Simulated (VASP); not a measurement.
Data:

CsPbBr$_{3}$ is taken in the cubic space group Pm-3m (No. 221), the cubic perovskite structure, Pearson symbol cP5. Lattice parameters: a = 6.143 Å, b = 6.143 Å, c = 6.143 Å, α = 90.00°, β = 90.00°, γ = 90.00°. Cs on 1a is surrounded by 12 Br at 4.344 Å (cuboctahedral). Pb on 1b sees 6 Br at 3.072 Å (octahedral). Br on 3c is coordinated by 2 Pb at 3.072 Å and 4 Cs at 4.344 Å (octahedral). (Neighbours: up to the widest gap in distance over summed covalent radii, below 1.35, at either atom; cation-cation and far metal-metal contacts left out.)

Method: RPBE GGA, VASP's PBE PAW potentials (set 64) (plane waves; VASP). Run with 520 eV cut-off, 4×4×4 Γ-centred mesh, Gaussian smearing of 0.050 eV, potentials Cs_sv Pb_d Br.

### Question
Give the energy at these volumes per atom, relative to the lowest: 43.51, 44.90, 46.29, 47.67, 49.06 Å³.

### Answer
9.6, 2.4, 0.0, 1.7, 6.8 meV/atom. A third-order Birch-Murnaghan fit gives B0 = 15.5 GPa and B0′ = 4.7.

The compound is CsPbBr3 in the cubic perovskite structure, the ideal cubic form; the compound distorts at low or room temperature. It was relaxed first, which changed the volume by +15 %.
